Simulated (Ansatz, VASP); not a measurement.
**Cross-check of Si79P (amorphous Si at 2.15 g/cm^3) between VASP and Ansatz**

One calculation is typed for both programs; each brings its own data sets. How far apart do they land? Of the first pair: The structure shown is the start of the Ansatz relaxation below; VASP solves that cell, so the two are compared at the walk's first step.

Program: Ansatz 0.2.0. Level of theory: plane waves, with VASP 6.6.1 beside it; single point at PBE. Results are calculated unless marked as measured.

## Step 1: Starting point

The cell holds 80 atoms: 79 Si and 1 P. Its edges and angles: a = 12.011 Å, b = 12.011 Å, c = 12.011 Å, α = 90.0°, β = 90.0°, γ = 90.0°. It derives from Si (amorphous Si at 2.15 g/cm^3). As first built, before any earlier steps moved the atoms (in the runner's words): 80 atoms (80 Si) placed at random at 2.15 g/cm^3, melted at 2500 K for 10 ps at fixed volume with the modified Tersoff potential (Kumagai, Izumi, Hara and Sakai, Comput. Mater. Sci. 39, 457 (2007)). Quenched from 2500 K to 300 K at 10 K/ps and fixed volume, annealed at 800 K for 20 ps, held 5 ps, then minimised at fixed cell. Nearest the centre at fractional (0.489, 0.805, 0.768): P80 at 0.00 Å, Si34 at 2.33 Å, Si9 at 2.37 Å, Si67 at 2.38 Å, Si19 at 2.45 Å, Si18 at 3.59 Å, Si4 at 3.59 Å, Si73 at 3.69 Å.

## Step 2: Ansatz: relaxation, PBE

Ansatz runs on its default PAW (the set named soft_2) files.

The two programs are compared at the cell with which this relaxation starts, whose forces are those of its first step.

Contents of input.yaml:

```yaml
crystal:
  lattice:
    - [12.0113, 0.0, 0.0]
    - [0.0, 12.0113, 0.0]
    - [0.0, 0.0, 12.0113]
  atoms:
    - { symbol: Si, position: [0.07578, 0.54965, 0.7919] }
    - { symbol: Si, position: [0.59422, 0.00702, 0.55831] }
    - { symbol: Si, position: [0.07479, 0.36579, 0.5275] }
    - { symbol: Si, position: [0.51147, 0.51133, 0.71482] }
    - { symbol: Si, position: [0.60634, 0.23365, 0.74888] }
    - { symbol: Si, position: [0.75991, 0.50992, 0.13924] }
    - { symbol: Si, position: [0.56055, 0.58458, 0.35049] }
    - { symbol: Si, position: [0.50872, 0.17925, 0.58085] }
    - { symbol: Si, position: [0.64248, 0.92318, 0.73014], spin: 0.6 }
    - { symbol: Si, position: [0.62937, 0.06966, 0.86381] }
    - { symbol: Si, position: [0.36076, 0.30682, 0.13835] }
    - { symbol: Si, position: [0.74345, 0.18657, 0.13942] }
    - { symbol: Si, position: [0.28293, 0.27972, 0.77216] }
    - { symbol: Si, position: [0.62072, 0.13069, 0.28183] }
    - { symbol: Si, position: [0.1874, 0.37332, 0.1961] }
    - { symbol: Si, position: [0.25243, 0.98467, 0.65007] }
    - { symbol: Si, position: [0.05488, 0.14187, 0.0265] }
    - { symbol: Si, position: [0.49013, 0.86635, 0.47593] }
    - { symbol: Si, position: [0.3598, 0.82542, 0.61144], spin: 0.6 }
    - { symbol: Si, position: [0.67905, 0.4851, 0.61009] }
    - { symbol: Si, position: [0.01311, 0.99718, 0.43338] }
    - { symbol: Si, position: [0.49076, 0.39766, 0.01579] }
    - { symbol: Si, position: [0.882, 0.14436, 0.44004] }
    - { symbol: Si, position: [0.07541, 0.94655, 0.07104] }
    - { symbol: Si, position: [0.21877, 0.23839, 0.4498] }
    - { symbol: Si, position: [0.72237, 0.03677, 0.41891] }
    - { symbol: Si, position: [0.0955, 0.8517, 0.89575] }
    - { symbol: Si, position: [0.03113, 0.63521, 0.0814] }
    - { symbol: Si, position: [0.53718, 0.26771, 0.40202] }
    - { symbol: Si, position: [0.15813, 0.6678, 0.93418] }
    - { symbol: Si, position: [0.32948, 0.71712, 0.02302] }
    - { symbol: Si, position: [0.48928, 0.02517, 0.99671] }
    - { symbol: Si, position: [0.23514, 0.68923, 0.55054] }
    - { symbol: Si, position: [0.39164, 0.87492, 0.92075], spin: 0.6 }
    - { symbol: P, position: [0.48902, 0.80475, 0.76795], spin: 0.6 }
    - { symbol: Si, position: [0.23547, 0.65555, 0.34711] }
    - { symbol: Si, position: [0.48771, 0.59766, 0.02158] }
    - { symbol: Si, position: [0.05676, 0.99325, 0.62777] }
    - { symbol: Si, position: [0.55108, 0.98288, 0.17512] }
    - { symbol: Si, position: [0.34471, 0.53009, 0.59722] }
    - { symbol: Si, position: [0.91355, 0.17967, 0.90004] }
    - { symbol: Si, position: [0.7959, 0.79401, 0.73133] }
    - { symbol: Si, position: [0.98629, 0.84472, 0.72965] }
    - { symbol: Si, position: [0.75388, 0.85536, 0.35247] }
    - { symbol: Si, position: [0.31386, 0.16728, 0.61245] }
    - { symbol: Si, position: [0.65647, 0.42858, 0.41851] }
    - { symbol: Si, position: [0.19197, 0.43269, 0.68253] }
    - { symbol: Si, position: [0.76321, 0.66464, 0.58419] }
    - { symbol: Si, position: [0.67496, 0.82866, 0.17803] }
    - { symbol: Si, position: [0.43266, 0.88605, 0.28654] }
    - { symbol: Si, position: [0.06568, 0.22076, 0.20545] }
    - { symbol: Si, position: [0.29612, 0.78292, 0.20722] }
    - { symbol: Si, position: [0.21187, 0.15347, 0.90858] }
    - { symbol: Si, position: [0.37941, 0.527, 0.39843] }
    - { symbol: Si, position: [0.6835, 0.35108, 0.04563] }
    - { symbol: Si, position: [0.46494, 0.35076, 0.82304] }
    - { symbol: Si, position: [0.33363, 0.12488, 0.0638] }
    - { symbol: Si, position: [0.35868, 0.33887, 0.34174] }
    - { symbol: Si, position: [0.63471, 0.73509, 0.4528] }
    - { symbol: Si, position: [0.96267, 0.80984, 0.15491] }
    - { symbol: Si, position: [0.24361, 0.98525, 0.18601] }
    - { symbol: Si, position: [0.87819, 0.54844, 0.98074] }
    - { symbol: Si, position: [0.88257, 0.24437, 0.26855] }
    - { symbol: Si, position: [0.06421, 0.68501, 0.64724] }
    - { symbol: Si, position: [0.98487, 0.49589, 0.39859] }
    - { symbol: Si, position: [0.82329, 0.42731, 0.30997] }
    - { symbol: Si, position: [0.61133, 0.63894, 0.16801] }
    - { symbol: Si, position: [0.57401, 0.64562, 0.85037], spin: 0.6 }
    - { symbol: Si, position: [0.76746, 0.70035, 0.89996] }
    - { symbol: Si, position: [0.10296, 0.54444, 0.24892] }
    - { symbol: Si, position: [0.80417, 0.85732, 0.03495] }
    - { symbol: Si, position: [0.94253, 0.66473, 0.49181] }
    - { symbol: Si, position: [0.03089, 0.1572, 0.73572] }
    - { symbol: Si, position: [0.24106, 0.97035, 0.84288] }
    - { symbol: Si, position: [0.15072, 0.09104, 0.32848] }
    - { symbol: Si, position: [0.78074, 0.05684, 0.98843] }
    - { symbol: Si, position: [0.77281, 0.34216, 0.70804] }
    - { symbol: Si, position: [0.82448, 0.36469, 0.89953] }
    - { symbol: Si, position: [0.9454, 0.82099, 0.36007] }
    - { symbol: Si, position: [0.92509, 0.25568, 0.60263] }
magnetization:
  spin_polarized: true
kpoints:
  mp_grid: { grid: [1, 1, 1] }
hamiltonian:
  xc: pbe
scf:
  occupations: { method: fermi_dirac, width: 0.025 }
  lower_state_search: "off"
output:
  forces: true
  eigenvalues: true
relax:
  f_tol: 0.05
  max_steps: 90
```

Started as:

```bash
$ ansatz run input.yaml --threads 4 --pin off --max-ram 8192MiB --backend cpu --events-out ev --progress --plain --runs-dir out
```

Numbers of over 12 decimals in the logs are rounded to 6 here.

Output:

```text
Engine: ansatz 0.2.0, x86_64-unknown-linux-gnu
Pseudopotentials: kind: paw
Pseudopotential: Si, paw, valence charge 4, recommended cutoff 420 eV (normal), Si.paw.azcp
Pseudopotential: P, paw, valence charge 5, recommended cutoff 420 eV (normal), P.paw.azcp
Functional definition: PBE
  parameter kappa = 0.804
  parameter beta = 0.066725
  exchange = pbe_x(kappa = kappa, mu = beta*pi^2/3)
  correlation = pbe_c(beta = beta)
Crystal: 80 atoms, lattice volume = 1732.886 Å³
Basis set: ecut = 420 eV, 33833 PW (Γ), exchange–correlation on 162×162×162 points (8 copies of the dense FFT grid, shifted against one another)
Bands: 242, of which v1, the nominal top of the filled ones, is band 161 counted from 1 (160 counted from 0)
Symmetry: 1 space group operations
Space group: P1 (ITA 1), of the structure as read, at distance tolerance 1.2e-4 Å
Magnetic group: BNS 1.1 (UNI 1), of the structure as read, at distance tolerance 1.2e-4 Å
k-points: 1
Non-local potential: Si, projectors of the file, l = 0: 2, l = 1: 2, l = 2: 2
Non-local potential: P, projectors of the file, l = 0: 2, l = 1: 2, l = 2: 2
PAW form: soft (Blöchl's): semilocal exchange-correlation on the pseudo side does not see the compensation charge
PAW one-centre angular grid: Si, 110 points (default); XC on 64 Gauss nodes
PAW one-centre angular grid: P, 110 points (default); XC on 64 Gauss nodes
Initial density: superposition of atomic densities (chi_scale 0.1, normalization cell)
Starting moments: Σ|m| = 3 μB on 5 of 80 sites
Initial wavefunctions: pseudopotential atomic-orbital guess
Functional: x = pbe(κ = 0.804, μ = 0.219515), c = pbe(β = 0.066725)
SCF iter   1: F=—  HF=-50978.371436 eV  |F-HF|=—  |Δ(HF+E_count)|=         —  Δρ=2.11e-2 (↑2.10e-2 ↓2.11e-2)  dr2=3.46e1  dr2_m=1.76e-1  M=0.171 μB ∫|m|=0.718 μB  β_m=0.30  ethr=3.10e-3  ⟨swp⟩=9.0  Hψ=2722  notcnv=0  defer=56
preconditioner: auto → Kerker (q_TF=auto, 2.060 Å⁻¹)  [metal: Δε(μ)=0.017 eV  Ē_g=7.716 eV  σ=0.025 eV  W_gap=0.17  n_scr=250 (ndim 8)  ℏωp=16.0 eV  f_vac=0.000  D(μ)=19.58/eV (n_scr^D=80)]
spin=Collinear: Kerker preconditioning applied to the charge; magnetization (m = ρ↑ − ρ↓) channel mixes plain (no charge-response kernel on spin).
SCF iter   2: F=—  HF=-50975.498619 eV  |F-HF|=—  |Δ(HF+E_count)|=    2.87e0  Δρ=1.62e-2 (↑1.61e-2 ↓1.62e-2)  dr2=2.15e1  dr2_m=9.24e-2  M=0.181 μB ∫|m|=0.603 μB  β_m=0.30  ethr=3.10e-3  ⟨swp⟩=1.0  Hψ=558  notcnv=0  defer=68
SCF iter   3: F=—  HF=-50970.466326 eV  |F-HF|=—  |Δ(HF+E_count)|=    5.03e0  Δρ=3.52e-3 (↑3.38e-3 ↓3.52e-3)  dr2=8.66e-1  dr2_m=4.63e-2  M=0.185 μB ∫|m|=0.529 μB  β_m=0.30  ethr=3.10e-3  ⟨swp⟩=4.0  Hψ=874  notcnv=0  defer=68
SCF iter   4: F=—  HF=-50970.531305 eV  |F-HF|=—  |Δ(HF+E_count)|=   6.50e-2  Δρ=2.53e-3 (↑2.38e-3 ↓2.53e-3)  dr2=6.10e-1  dr2_m=2.52e-2  M=0.196 μB ∫|m|=0.452 μB  β_m=0.30  ethr=2.70e-4  ⟨swp⟩=2.0  Hψ=509  notcnv=0  defer=136
SCF iter   5: F=—  HF=-50970.700958 eV  |F-HF|=—  |Δ(HF+E_count)|=   1.70e-1  Δρ=1.22e-3 (↑1.22e-3 ↓1.12e-3)  dr2=8.14e-2  dr2_m=1.39e-2  M=0.215 μB ∫|m|=0.407 μB  β_m=0.30  ethr=1.90e-4  ⟨swp⟩=3.5  Hψ=697  notcnv=0  defer=136
SCF iter   6: F=—  HF=-50970.712780 eV  |F-HF|=—  |Δ(HF+E_count)|=   1.18e-2  Δρ=8.73e-4 (↑8.73e-4 ↓8.10e-4)  dr2=3.68e-2  dr2_m=7.72e-3  M=0.226 μB ∫|m|=0.382 μB  β_m=0.30  ethr=2.54e-5  ⟨swp⟩=3.5  Hψ=478  notcnv=0  defer=136
SCF iter   7: F=—  HF=-50970.734878 eV  |F-HF|=—  |Δ(HF+E_count)|=   2.21e-2  Δρ=5.84e-4 (↑5.84e-4 ↓5.61e-4)  dr2=1.05e-2  dr2_m=4.38e-3  M=0.245 μB ∫|m|=0.372 μB  β_m=0.30  ethr=1.15e-5  ⟨swp⟩=2.0  Hψ=700  notcnv=0  defer=136
Mixer restart at iter 7: flushing history
spin-set hold released at iteration 7 (site moments contracting): the magnetisation degrees of freedom join the quasi-Newton model from the next iteration; the mixer history was flushed
SCF iter   8: F=—  HF=-50970.740901 eV  |F-HF|=—  |Δ(HF+E_count)|=   6.02e-3  Δρ=4.46e-4 (↑4.46e-4 ↓4.29e-4)  dr2=7.79e-3  dr2_m=2.50e-3  M=0.273 μB ∫|m|=0.380 μB  β_m=0.65  ethr=3.27e-6  ⟨swp⟩=1.0  Hψ=348  notcnv=0  defer=136
SCF iter   9: F=—  HF=-50970.753578 eV  |F-HF|=—  |Δ(HF+E_count)|=   1.27e-2  Δρ=1.97e-4 (↑1.97e-4 ↓1.64e-4)  dr2=2.09e-3  dr2_m=4.41e-4  M=0.446 μB ∫|m|=0.503 μB  β_m=0.82  ethr=2.43e-6  ⟨swp⟩=2.0  Hψ=684  notcnv=0  defer=136
SCF iter  10: F=—  HF=-50970.757883 eV  |F-HF|=—  |Δ(HF+E_count)|=   4.31e-3  Δρ=2.28e-4 (↑2.28e-4 ↓1.81e-4)  dr2=1.24e-3  dr2_m=6.29e-4  M=0.629 μB ∫|m|=0.710 μB  β_m=0.28  ethr=6.53e-7  ⟨swp⟩=3.0  Hψ=777  notcnv=0  defer=136
SCF iter  11: F=—  HF=-50970.761327 eV  |F-HF|=—  |Δ(HF+E_count)|=   3.44e-3  Δρ=1.94e-4 (↑1.94e-4 ↓1.57e-4)  dr2=1.02e-3  dr2_m=4.59e-4  M=0.759 μB ∫|m|=0.873 μB  β_m=0.56  ethr=3.86e-7  ⟨swp⟩=2.5  Hψ=671  notcnv=0  defer=136
[...]
--- Relaxed structure (9 steps of the walk, 9 accepted, 0 SCFs on fresh bases) ---
  F+E_penalty+E_count = -50970.90699318 eV   max|allowed force component| = 3.353e-2 eV/Å
  atoms:
    - { symbol: Si, position: [0.074317, 0.550465, 0.791788] }
    - { symbol: Si, position: [0.594691, 0.0060799, 0.560280] }
    - { symbol: Si, position: [0.077221, 0.365476, 0.525197] }
    - { symbol: Si, position: [0.511040, 0.511860, 0.713007] }
    - { symbol: Si, position: [0.606266, 0.232925, 0.750207] }
    - { symbol: Si, position: [0.760405, 0.510530, 0.139987] }
    - { symbol: Si, position: [0.562116, 0.581688, 0.353278] }
    - { symbol: Si, position: [0.510259, 0.178716, 0.582418] }
    - { symbol: Si, position: [0.641589, 0.922053, 0.733161] }
    - { symbol: Si, position: [0.627442, 0.069683, 0.866669] }
    - { symbol: Si, position: [0.355835, 0.308522, 0.142837] }
    - { symbol: Si, position: [0.742486, 0.187972, 0.140902] }
    - { symbol: Si, position: [0.282575, 0.280034, 0.771508] }
    - { symbol: Si, position: [0.623205, 0.132705, 0.286100] }
    - { symbol: Si, position: [0.172657, 0.381505, 0.157549] }
    - { symbol: Si, position: [0.254179, 0.986785, 0.649477] }
    - { symbol: Si, position: [0.051425, 0.140837, 0.024354] }
    - { symbol: Si, position: [0.498550, 0.859948, 0.478847] }
    - { symbol: Si, position: [0.360995, 0.827662, 0.609825] }
    - { symbol: Si, position: [0.681131, 0.484028, 0.612273] }
    - { symbol: Si, position: [0.014357, 0.998440, 0.431376] }
    - { symbol: Si, position: [0.487413, 0.395369, 0.018200] }
    - { symbol: Si, position: [0.882662, 0.145360, 0.439513] }
    - { symbol: Si, position: [0.069606, 0.946747, 0.067896] }
[...]
- { symbol: P, position: [0.488427, 0.807020, 0.771187] }
[...]
- { symbol: Si, position: [0.030759, 0.157847, 0.736692] }
    - { symbol: Si, position: [0.240245, 0.970192, 0.841725] }
    - { symbol: Si, position: [0.150804, 0.093228, 0.324878] }
    - { symbol: Si, position: [0.779038, 0.057291, 0.990931] }
    - { symbol: Si, position: [0.773533, 0.340541, 0.709597] }
    - { symbol: Si, position: [0.823236, 0.363900, 0.901251] }
    - { symbol: Si, position: [0.945720, 0.821881, 0.359264] }
    - { symbol: Si, position: [0.926963, 0.256396, 0.602196] }
```

Reading the cycles: dr2 is the Hartree energy of the density residual (eV), the measure of convergence; HF is the Harris–Foulkes estimate of the energy, which meets the free energy F at convergence.

## Step 3: VASP: single point, PBE, start cell, pair 1

The same cell, functional, mesh and smearing now go to VASP, with its own data sets.

Lines of VASP's logs that name or quote its potential files are left out, and so is its time.

Contents of INCAR:

```
SYSTEM = Si79P
PREC = Accurate
ENCUT = 400
EDIFF = 1E-06
NELM = 200
ISMEAR = -1
SIGMA = 0.025
LREAL = Auto
ALGO = Normal
GGA = PE
NBANDS = 216
ISPIN = 2
MAGMOM = 0 0 0 0 0 0 0 0 0 0 0.01 0 0 0 0.18 0 0.01 0 0 0 0 0 0 0 0 0 0 0 0.01 0 0 -0 0 -0 0.01 0 0 0 0 0 0 0 0 0 0 0 0 0 0.01 0 0 0 -0 0 0 -0 0.01 -0 0 0 0 0 0 0 0 0 0 0 0.01 0 0 0 -0 0.01 0.01 0 0 0 -0 0
LORBIT = 11
LWAVE = .FALSE.
LCHARG = .FALSE.
ISIF = 2
LASPH = .TRUE.
GGA_COMPAT = .FALSE.
NCORE = 2
```

Contents of POSCAR:

```
Si79P
1.0
   12.0113000000      0.0000000000      0.0000000000
    0.0000000000     12.0113000000      0.0000000000
    0.0000000000      0.0000000000     12.0113000000
Si P
79 1
Direct
    0.0757786418      0.5496490804      0.7918959646
    0.5942237726      0.0070183910      0.5583075937
    0.0747879081      0.3657888821      0.5275032678
    0.5114683673      0.5113268339      0.7148185459
    0.6063373656      0.2336466494      0.7488781398
    0.7599094186      0.5099198255      0.1392438787
    0.5605471514      0.5845828511      0.3504866251
    0.5087209544      0.1792478749      0.5808530301
    0.6424783329      0.9231806715      0.7301374539
    0.6293740061      0.0696594041      0.8638115774
    0.3607602841      0.3068194117      0.1383530509
    0.7434499180      0.1865659837      0.1394187140
    0.2829335709      0.2797199304      0.7721562196
    0.6207238184      0.1306935969      0.2818262803
    0.1873985330      0.3733234537      0.1960986737
    0.2524289627      0.9846727665      0.6500711830
    0.0548816531      0.1418664091      0.0265000458
    0.4901301275      0.8663508529      0.4759268356
    0.3598028523      0.8254227269      0.6114408932
    0.6790522258      0.4851015294      0.6100921632
    0.0131126523      0.9971776577      0.4333835638
    0.4907628650      0.3976588712      0.0157934612
    0.8820027807      0.1443640572      0.4400439586
    0.0754123201      0.9465503318      0.0710414360
    0.2187689925      0.2383921807      0.4498014370
    0.7223697685      0.0367737048      0.4189138561
    0.0955017359      0.8516979844      0.8957481705
    0.0311290202      0.6352101771      0.0813983499
    0.5371774912      0.2677062433      0.4020214298
    0.1581260979      0.6677961586      0.9341786484
    0.3294814050      0.7171163821      0.0230199895
    0.4892809271      0.0251679668      0.9967114301
    0.2351369127      0.6892259789      0.5505399083
    0.3916395394      0.8749177858      0.9207496274
    0.2354699325      0.6555493577      0.3471064747
    0.4877074089      0.5976622014      0.0215796791
    0.0567632146      0.9932480248      0.6277671859
    0.5510810653      0.9828827854      0.1751184301
    0.3447087326      0.5300924962      0.5972209503
    0.9135480756      0.1796724751      0.9000441251
    0.7959005270      0.7940106400      0.7313279995
    0.9862879122      0.8447212209      0.7296462498
    0.7538817613      0.8553612015      0.3524680925
    0.3138627792      0.1672841408      0.6124482779
    0.6564734875      0.4285797541      0.4185059069
    0.1919692290      0.4326925479      0.6825322821
    0.7632063141      0.6646407966      0.5841915530
    0.6749560830      0.8286613439      0.1780323529
    0.4326592459      0.8860489706      0.2865385096
    0.0656798182      0.2207587855      0.2054482029
    0.2961211526      0.7829210826      0.2072215331
    0.2118671584      0.1534721471      0.9085777559
    0.3794093895      0.5270037381      0.3984331421
    0.6834980393      0.3510777351      0.0456320298
    0.4649371842      0.3507613664      0.8230416358
    0.3336275008      0.1248824024      0.0637982566
    0.3586789107      0.3388725617      0.3417365314
    0.6347106475      0.7350911225      0.4527986146
    0.9626684872      0.8098374031      0.1549124574
    0.2436122651      0.9852472255      0.1860081756
    0.8781897047      0.5484418839      0.9807431335
    0.8825689143      0.2443698850      0.2685471181
    0.0642062058      0.6850132792      0.6472405152
    0.9848725783      0.4958913690      0.3985913265
    0.8232914006      0.4273059536      0.3099664483
    0.6113326617      0.6389399982      0.1680084587
    0.5740094744      0.6456170440      0.8503659054
    0.7674606412      0.7003488382      0.8999608702
    0.1029613780      0.5444373215      0.2489239300
    0.8041677420      0.8573176925      0.0349504217
    0.9425291184      0.6647323770      0.4918118771
    0.0308875809      0.1572019681      0.7357238600
    0.2410563386      0.9703529177      0.8428812868
    0.1507164087      0.0910392714      0.3284823458
    0.7807398034      0.0568381441      0.9884275640
    0.7728139335      0.3421611316      0.7080415942
    0.8244819462      0.3646899170      0.8995279445
    0.9454014137      0.8209935644      0.3600692681
    0.9250872095      0.2556759052      0.6026325210
    0.4890228368      0.8047505266      0.7679518453
```

Contents of KPOINTS:

```
Automatic mesh
0
Gamma
1 1 1
0 0 0
```

PAW data sets: Si and P (PBE family, release 64).

Started as:

```bash
$ mpirun -np 8 vasp_gam
```

Output:

```text
[banner, memory and clock lines left out]
running    8 mpi-ranks, on    1 nodes
[...]
LDA part: xc-table for (Slater+PW92), standard interpolation
 POSCAR, INCAR and KPOINTS ok, starting setup
[...]
entering main loop
       N       E                     dE             d eps       ncg     rms          rms(c)
DAV:   1     0.137395144339E+04    0.13740E+04   -0.11845E+05   864   0.105E+03
DAV:   2    -0.256970241735E+03   -0.16309E+04   -0.15234E+04  1096   0.195E+02
DAV:   3    -0.422794231721E+03   -0.16582E+03   -0.16214E+03  1088   0.566E+01
DAV:   4    -0.428006594434E+03   -0.52124E+01   -0.51596E+01  1064   0.121E+01
[...]
DAV:  18    -0.419990697291E+03   -0.28174E-05   -0.19557E-06   672   0.241E-03    0.328E-03
DAV:  19    -0.419990698534E+03   -0.12431E-05   -0.94572E-07   632   0.167E-03    0.176E-03
DAV:  20    -0.419990698778E+03   -0.24396E-06   -0.22342E-07   528   0.797E-04
   1 F= -.41999070E+03 E0= -.41998171E+03  d E =-.179863E-01  mag=     0.9129
```

OUTCAR, selected parts (step 3):

```text
  FREE ENERGIE OF THE ION-ELECTRON SYSTEM (eV)
  ---------------------------------------------------
  free  energy   TOTEN  =      -419.9906987784 eV

  energy  without entropy=     -419.9727124774  energy(sigma->0) =     -419.98170563

 magnetization (x)
# of ion       s       p       d       tot
------------------------------------------
    1        0.000   0.001   0.000   0.001
    2        0.001   0.000   0.000   0.001
    3       -0.000  -0.000   0.000  -0.000
    4        0.000   0.001   0.000   0.001
    5        0.000   0.002   0.000   0.002
    6        0.000   0.004   0.000   0.004
    7        0.001  -0.000   0.000   0.001
    8        0.000   0.002   0.000   0.002
    9        0.000   0.000   0.000   0.001
   10       -0.000  -0.000   0.000  -0.000
   11        0.005   0.008   0.000   0.012
   12        0.000   0.003   0.000   0.003
   13       -0.000   0.000   0.000  -0.000
[...]
--------------------------------------------------
tot          0.067   0.229   0.000   0.296
```

The run ends at a pressure of -1.65 GPa, with forces up to 0.40 eV/Å.

(Part 1 of 3 ends here.)

[Lines on the potential files, build, host, timing and source positions are cut from VASP's logs without a mark.]

[Logs are printed without paths, hosts, clocks, repeated set-up lines and the standing remarks that a program may print on its own settings, such as how far it seeks lower states.]

[Hosts, paths, dates, database ids (printed as entryN), source tags and the programs' standing remarks are cut or masked in the printed files.]
